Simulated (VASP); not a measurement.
Input:

```yaml
crystal:
  lattice:
    - [1.57633, -2.73029, 0.00000]
    - [1.57633, 2.73029, 0.00000]
    - [0.00000, 0.00000, 12.17910]
  atoms:
    - { symbol: Mo, position: [0.33333, 0.66667, 0.25000] }
    - { symbol: Mo, position: [0.66667, 0.33333, 0.75000] }
    - { symbol: S, position: [0.33333, 0.66667, 0.87835] }
    - { symbol: S, position: [0.66667, 0.33333, 0.37835] }
    - { symbol: S, position: [0.66667, 0.33333, 0.12165] }
    - { symbol: S, position: [0.33333, 0.66667, 0.62165] }
```

All values below come from PBE GGA with D4 dispersion, VASP's PBE PAW potentials (set 64) (plane waves; VASP). Settings: 520 eV cut-off, Gaussian smearing of 0.050 eV, potentials Mo_sv S.

Give the energies of bands 17 to 30 at the high-symmetry points, in eV from the valence-band maximum.

```tsv
band	Γ	M	K	A	L	H
17	-3.31	-5.24	-5.01	-3.30	-4.78	-4.85
18	-3.29	-4.50	-4.71	-3.30	-4.78	-4.85
19	-3.29	-3.93	-4.25	-2.63	-3.89	-4.53
20	-2.20	-3.84	-4.25	-2.63	-3.89	-4.53
21	-2.20	-2.82	-3.90	-2.17	-2.70	-3.46
22	-2.14	-2.53	-3.90	-2.17	-2.70	-3.46
23	-2.14	-1.75	-2.73	-2.17	-1.64	-2.95
24	-1.23	-1.52	-2.73	-2.17	-1.64	-2.95
25	-1.15	-1.45	-0.80	-0.27	-1.37	-0.72
26	0.00	-1.31	-0.62	-0.27	-1.37	-0.72
27	2.11	1.63	1.08	2.12	1.65	1.08
28	2.14	1.68	1.08	2.12	1.65	1.08
29	2.14	2.02	1.76	2.12	2.18	2.27
30	2.15	2.31	2.86	2.13	2.18	2.27
```

The gap is indirect, 0.84 eV, from the valence maximum at Γ to the conduction minimum at K-Γ at 0.44.

Measured: gap 1.29 eV (computed value off by -0.45 eV), as given by Wei Chen et al., Physical Review Materials (2018), doi:10.1103/physrevmaterials.2.073803.

The compound is MoS2 in the 2H layered structure. It was relaxed first.
